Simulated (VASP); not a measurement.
An input for Quantum ESPRESSO's pw.x (written as the equivalent of a VASP run, and not itself run):

```
&CONTROL
  calculation = 'vc-relax'
  pseudo_dir = './pseudo'
  outdir = './out'
  tprnfor = .true.
  tstress = .true.
  nstep = 40
  forc_conv_thr = 0.00078
/
&SYSTEM
  ibrav = 0
  nat = 5
  ntyp = 3
  ecutwfc = 84
  occupations = 'smearing'
  smearing = 'gaussian'
  degauss = 0.003675
  input_dft = 'pbe'
/
&ELECTRONS
  conv_thr = 7.3e-08
  electron_maxstep = 100
/
&IONS
/
&CELL
  press = 50
/
ATOMIC_SPECIES
  K 39.098 K.upf
  Mg 24.305 Mg.upf
  F 18.998 F.upf
CELL_PARAMETERS angstrom
     3.9574617    0.0000000    0.0000000
    -0.0000000    3.9574617    0.0000000
    -0.0000000   -0.0000000    3.9574617
ATOMIC_POSITIONS crystal
  K    0.0000000  0.0000000  0.0000000
  Mg   0.5000000  0.5000000  0.5000000
  F    0.5000000  0.0000000  0.5000000
  F    0.0000000  0.5000000  0.5000000
  F    0.5000000  0.5000000  0.0000000
K_POINTS automatic
  6 6 6 0 0 0
```

### Question
Translate this input to VASP (INCAR, KPOINTS, POSCAR, choice of POTCAR).

### Answer
This is not unique; one that fits is 
**INCAR**
```
SYSTEM = KMgF3
PREC = Accurate; ENCUT = 620; LREAL = .False.
LASPH = .True.
EDIFF = 1E-6; NELM = 100; ALGO = Normal
ISMEAR = 0; SIGMA = 0.05
GGA = PE
IBRION = 2; NSW = 40; ISIF = 3
EDIFFG = -0.02; PSTRESS = 50
LWAVE = .False.; LCHARG = .False.
```

POSCAR:
```
KMgF3
1.0
  3.9574616562   0.0000000000   0.0000000000
  0.0000000000   3.9574616562   0.0000000000
  0.0000000000   0.0000000000   3.9574616562
K Mg F
1 1 3
direct
  0.0000000000   0.0000000000   0.0000000000
  0.5000000000   0.5000000000   0.5000000000
  0.5000000000   0.0000000000   0.5000000000
  0.0000000000   0.5000000000   0.5000000000
  0.5000000000   0.5000000000   0.0000000000
```

KPOINTS:
```
Regular mesh
0
Gamma
6 6 6
0 0 0
```

POTCAR, in this order: K_sv Mg F (PBE.64 set). Program: vasp_std.

What does not carry over: the potentials are each code's own (VASP's PAW set, PseudoDojo norm-conserving files in pw.x), so ENCUT and ecutwfc are chosen apart and not converted; conv_thr bounds pw.x's estimated SCF error, while EDIFF bounds the energy change between steps; forc_conv_thr acts on force components and is met together with etot_conv_thr.

The compound is KMgF3 in the cubic perovskite structure. It was relaxed first under an external pressure of 5 GPa.
